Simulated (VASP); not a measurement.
Input:

```
RbBr
1.0
    0.00000     3.04950     3.04950
    3.04950     0.00000     3.04950
    3.04950     3.04950     0.00000
Rb Br
1 1
Direct
  0.00000   0.00000   0.00000
  0.50000   0.50000   0.50000
```

The numbers are results of LDA (Ceperley-Alder, Perdew-Zunger), VASP's LDA PAW potentials (set 64) (plane waves; VASP), not measurements. Numerical set-up: 500 eV cut-off, 8×8×8 Γ-centred mesh, Gaussian smearing of 0.050 eV, potentials Rb_sv Br.

Task: Estimate the energy per atom (σ→0), pressure, band gap (on the k-mesh) with the smallest direct gap where there is one.

Result: 
| Item | Value |
|---|---|
| band gap (on the k-mesh) | 4.58 eV |
| smallest direct gap (on the k-mesh) | 4.68 eV |
| energy per atom (σ→0) | -3150 meV/atom |
| pressure | 9.98 GPa |

The absolute energy has meaning only against runs of the same code, potentials and settings.

The compound is RbBr in the rock salt structure. It was relaxed first under an external pressure of 10 GPa.
